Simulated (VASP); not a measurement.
# ZnHgO2 (P4/mmm) in VASP: a series of runs, part 2 of 2

VASP 6.6.1. The steps go on from the part before.

### 4 Relaxation of cell and atoms, PBE

The input, INCAR:

```
ALGO = Fast
EDIFF = 1E-6
EDIFFG = -0.01
ENCUT = 900
GGA = PE
IBRION = 2
ISIF = 3
ISMEAR = -1
LASPH = T
LCHARG = F
LREAL = F
LWAVE = F
NELM = 60
NSW = 40
PREC = Accurate
SIGMA = 0.05
```

The input, KPOINTS:

```
k-points
0
Gamma
  5 5 6
```

The input, POSCAR:

```
ZnHgO2
1.0
    4.0092200000      0.0000000000      0.0000000000
    0.0000000000      4.0092200000      0.0000000000
    0.0000000000      0.0000000000      3.3045900000
Zn Hg O
1 1 2
Direct
    0.0000000000      0.0000000000      0.0000000000
    0.5000000000      0.5000000000      0.5000000000
    0.5000000000      0.0000000000      0.0000000000
    0.0000000000      0.5000000000      0.0000000000
```

Potentials or basis: VASP PAW PBE potentials, release 54 (Zn, Hg, O).

Started as:

```console
$ cat potpaw_PBE.54/Zn/POTCAR potpaw_PBE.54/Hg/POTCAR potpaw_PBE.54/O/POTCAR > POTCAR
$ mpirun -np 1 vasp_std > vasp.out
```

OUTCAR:

```text
EDIFF = 1E-6
   EDIFFG = -0.01
   ENCUT = 900
   GGA = PE
   IBRION = 2
   ISIF = 3
   ISMEAR = -1
   LASPH = T
   LREAL = F
   NELM = 60
   NSW = 40
   PREC = Accurate

 ion  position               nearest neighbor table
   1  0.000  0.000  0.000-   3 2.00   4 2.00   4 2.00   3 2.00   2 3.28   2 3.28   2 3.28   2 3.28
                             2 3.28   2 3.28   2 3.28   2 3.28
   2  0.500  0.500  0.500-   3 2.60   4 2.60   3 2.60   4 2.60   3 2.60   3 2.60   4 2.60   4 2.60
                             1 3.28   1 3.28   1 3.28   1 3.28   1 3.28   1 3.28   1 3.28   1 3.28
   3  0.500  0.000  0.000-   1 2.00   1 2.00   2 2.60   2 2.60   2 2.60   2 2.60
   4  0.000  0.500  0.000-   1 2.00   1 2.00   2 2.60   2 2.60   2 2.60   2 2.60

  LATTYP: Found a simple tetragonal cell.
 ALAT       =     4.0092200000
 C/A-ratio  =     0.8242476093

  Lattice vectors:

 A1 = (   4.0092200000,   0.0000000000,   0.0000000000)
 A2 = (   0.0000000000,   4.0092200000,   0.0000000000)
 A3 = (   0.0000000000,   0.0000000000,   3.3045900000)

Analysis of symmetry for initial positions (statically):
=====================================================================
 Subroutine PRICEL returns:
 Original cell was already a primitive cell.

 Routine SETGRP: Setting up the symmetry group for a
 simple tetragonal supercell.

[... 164 lines left out ...]

 Free energy of the ion-electron system (eV)
  ---------------------------------------------------
  ext. energy  EPLUGINS =         0.00000000
  ---------------------------------------------------
  free energy    TOTEN  =       -13.17044302 eV

  energy without entropy =      -13.16051613  energy(sigma->0) =      -13.16547957

------------------------ aborting loop because EDIFF is reached ----------------------------------------

  FORCE on cell =-STRESS in cart. coord.  units (eV):
  Direction    XX          YY          ZZ          XY          YZ          ZX
  --------------------------------------------------------------------------------------
  -------------------------------------------------------------------------------------
  Total        0.4076092      0.4076092      0.2064978      0.0000000      0.0000000      0.0000000
  in kB       12.2946780     12.2946780      6.2285749      0.0000000      0.0000000      0.0000000
  external PRESSURE =      10.2726436 kB  Pullay stress =       0.0000000 kB
[... 63 lines left out ...]
--------------------------------------- Ionic step        3  -------------------------------------------

 number of electron      36.0000004 magnetization

 Free energy of the ion-electron system (eV)
  ---------------------------------------------------
  ext. energy  EPLUGINS =         0.00000000
  ---------------------------------------------------
  free energy    TOTEN  =       -13.17195126 eV

  energy without entropy =      -13.16194027  energy(sigma->0) =      -13.16694576

 E-fermi :   2.1475     XC(G=0): -11.2041

 val. band max:        2.1304286115   @ k =   0.4000   0.4000   0.5000
 cond. band min:       2.4852253849   @ k =   0.2000   0.2000   0.0000
 fundamental gap:      0.3547967734
 Fermi energy:         2.1475124621

 k-point     1 :       0.0000    0.0000    0.0000
  band No.  band energies     occupation
      1     -15.9086      2.00000
      2     -14.7227      2.00000
      3      -4.2496      2.00000
      4      -3.8277      2.00000
      5      -3.8137      2.00000
      6      -3.7312      2.00000
[... 620 lines left out ...]
  FREE ENERGIE OF THE ION-ELECTRON SYSTEM (eV)
  ---------------------------------------------------
  free  energy   TOTEN  =       -13.1719512574 eV

  energy  without entropy=      -13.1619402660  energy(sigma->0) =      -13.16694576

 reached required accuracy - stopping structural energy minimisation
```

OSZICAR:

```text
N       E                     dE             d eps       ncg     rms          rms(c)
DAV:   1     0.419138287043E+03    0.41914E+03   -0.26169E+04  1056   0.300E+03
DAV:   2     0.248927855433E+02   -0.39425E+03   -0.37950E+03  1104   0.591E+02
DAV:   3    -0.161921937439E+02   -0.41085E+02   -0.40226E+02  1182   0.175E+02
DAV:   4    -0.171333667164E+02   -0.94117E+00   -0.93858E+00  1212   0.277E+01
[... 26 lines left out ...]
RMM:   3    -0.131720916452E+02    0.45411E-03   -0.34389E-03  1056   0.487E-01    0.152E-01
RMM:   4    -0.131719955391E+02    0.96106E-04   -0.44456E-04  1069   0.223E-01    0.104E-01
RMM:   5    -0.131719521873E+02    0.43352E-04   -0.10537E-04  1056   0.111E-01    0.193E-02
RMM:   6    -0.131719515241E+02    0.66322E-06   -0.39449E-05  1071   0.494E-02    0.697E-03
RMM:   7    -0.131719512574E+02    0.26668E-06   -0.51053E-06   778   0.243E-02
   3 F= -.13171951E+02 E0= -.13166946E+02  d E =-.150823E-02
```

CONTCAR:

```text
ZnHgO2
   1.00000000000000
     4.0221979766414577    0.0000000000000000    0.0000000000000000
     0.0000000000000000    4.0221979766414577    0.0000000000000000
     0.0000000000000000    0.0000000000000000    3.3100092129041401
  Zn              Hg              O
     1     1     2
Direct
     0.0000000000000000    0.0000000000000000    0.0000000000000000
     0.5000000000000000    0.5000000000000000    0.5000000000000000
     0.5000000000000000    0.0000000000000000    0.0000000000000000
     0.0000000000000000    0.5000000000000000    0.0000000000000000

  0.00000000E+00  0.00000000E+00  0.00000000E+00
  0.00000000E+00  0.00000000E+00  0.00000000E+00
  0.00000000E+00  0.00000000E+00  0.00000000E+00
  0.00000000E+00  0.00000000E+00  0.00000000E+00
```

Run time: 68 s. Hardware: 1 thread of AMD EPYC 9R45 (Zen 5), shared host; peak memory 0.23 GiB.

Results:

```
Free energy                            : -13.1720 eV
Relaxed volume                         : 13.39 Å³/atom
Relaxed cell                           : a = 4.022 Å, b = 4.022 Å, c = 3.310 Å, α = 90.00°, β = 90.00°, γ = 90.00°
Space group after relaxing (to 0.05 Å) : P4/mmm (No. 123)
Energy gained by relaxing              : 0.4 meV/atom
Ionic steps                            : 3
Pressure after relaxing                : 0.0 GPa
Band gap on the k mesh                 : none (metal or under the smearing width)
```

Stress tensor (GPa, compression positive):
```
-0.01  0.00  0.00
 0.00 -0.01  0.00
 0.00  0.00  0.10
```

Step by step:
```tsv
step	energy change (eV)	largest force (eV/Å)	pressure (GPa)	volume (Å³)
1	0.0000	0.0000	1.03	53.12
2	-0.0011	0.0000	-0.51	53.77
3	-0.0015	0.0000	0.03	53.55
```

Final structure:
```yaml
crystal:
  lattice:
    - [4.02220, 0.00000, 0.00000]
    - [0.00000, 4.02220, 0.00000]
    - [0.00000, 0.00000, 3.31001]
  atoms:
    - { symbol: Zn, position: [0.00000, 0.00000, 0.00000] }
    - { symbol: Hg, position: [0.50000, 0.50000, 0.50000] }
    - { symbol: O, position: [0.50000, 0.00000, 0.00000] }
    - { symbol: O, position: [0.00000, 0.50000, 0.00000] }
```

Levels at points of the mesh, in eV from the Fermi level:
```
           k point  band 14  band 15  band 16  band 17  band 18  band 19  band 20  band 21  band 22
(0.00, 0.00, 0.00)    -4.55    -2.44    -2.17    -1.66    -1.66    -1.31     2.32     8.89     8.89
(0.00, 0.00, 0.50)    -3.20    -3.20    -1.00    -0.54    -0.54     3.44     3.55     5.72     5.80
```
